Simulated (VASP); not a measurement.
OSZICAR of a VASP run on Zr₄CN₃ (ordered alloy cell):

OSZICAR:
```
       N       E                     dE             d eps       ncg     rms          rms(c)
DAV:   1     0.656267528727E+03    0.65627E+03   -0.36858E+04  4320   0.171E+03
DAV:   2    -0.391013803321E+02   -0.69537E+03   -0.67841E+03  5160   0.482E+02
DAV:   3    -0.957323942939E+02   -0.56631E+02   -0.56105E+02  6616   0.118E+02
DAV:   4    -0.988620037128E+02   -0.31296E+01   -0.31270E+01  6440   0.248E+01
DAV:   5    -0.989606701034E+02   -0.98666E-01   -0.98657E-01  5920   0.431E+00    0.470E+01
DAV:   6    -0.856616757095E+02    0.13299E+02   -0.82767E+01  4904   0.380E+01    0.203E+01
DAV:   7    -0.855566893784E+02    0.10499E+00   -0.68713E+00  5992   0.102E+01    0.113E+01
DAV:   8    -0.855061259632E+02    0.50563E-01   -0.46786E-01  5664   0.376E+00    0.136E+00
DAV:   9    -0.855021557916E+02    0.39702E-02   -0.10788E-01  5752   0.136E+00    0.609E-01
DAV:  10    -0.855023938964E+02   -0.23810E-03   -0.91838E-03  5448   0.672E-01    0.214E-01
DAV:  11    -0.855025289550E+02   -0.13506E-03   -0.12905E-03  5832   0.213E-01    0.428E-02
DAV:  12    -0.855025076435E+02    0.21311E-04   -0.11532E-04  5928   0.655E-02    0.306E-02
DAV:  13    -0.855025041540E+02    0.34895E-05   -0.79668E-06  5368   0.155E-02    0.113E-02
DAV:  14    -0.855025044175E+02   -0.26348E-06   -0.34266E-06  4272   0.969E-03
   1 F= -.85502504E+02 E0= -.85502772E+02  d E =-.855025E+02
       N       E                     dE             d eps       ncg     rms          rms(c)
DAV:   1    -0.855031333059E+02   -0.62915E-03   -0.65491E-02  4776   0.171E+00    0.195E-01
DAV:   2    -0.855028178599E+02    0.31545E-03   -0.19369E-03  5712   0.265E-01    0.905E-02
DAV:   3    -0.855026449702E+02    0.17289E-03   -0.46744E-04  5728   0.138E-01    0.348E-02
DAV:   4    -0.855026441867E+02    0.78349E-06   -0.50574E-05  6496   0.357E-02    0.197E-02
DAV:   5    -0.855026429708E+02    0.12159E-05   -0.49736E-06  4720   0.122E-02    0.821E-03
DAV:   6    -0.855026420216E+02    0.94915E-06   -0.16362E-06  3624   0.766E-03
   2 F= -.85502642E+02 E0= -.85502916E+02  d E =-.137604E-03
```

Problem. Which electronic solver shows in the log?

Solution. It is blocked Davidson (ALGO = Normal, or the opening steps of other solvers). The INCAR had ALGO = Normal.

Problem. Can the final energy be trusted as converged?

Solution. Self-consistency was reached. It stopped with EDIFF = 1E-6, NELM = 100, NSW = 60 and EDIFFG = -0.02 after 2 ionic steps (PBEsol GGA, plane waves, VASP's PBE PAW potentials (set 64)).

The structure was generated: Zr4CN3 was put into an ordered model structure (Cmmm), which need not be its known phase. This run relaxes it. Symmetry was kept, so distortions that lower it aren't found. The start is the result of an earlier pass. The electron count is odd and the run is not spin-polarised, which forces a metal.
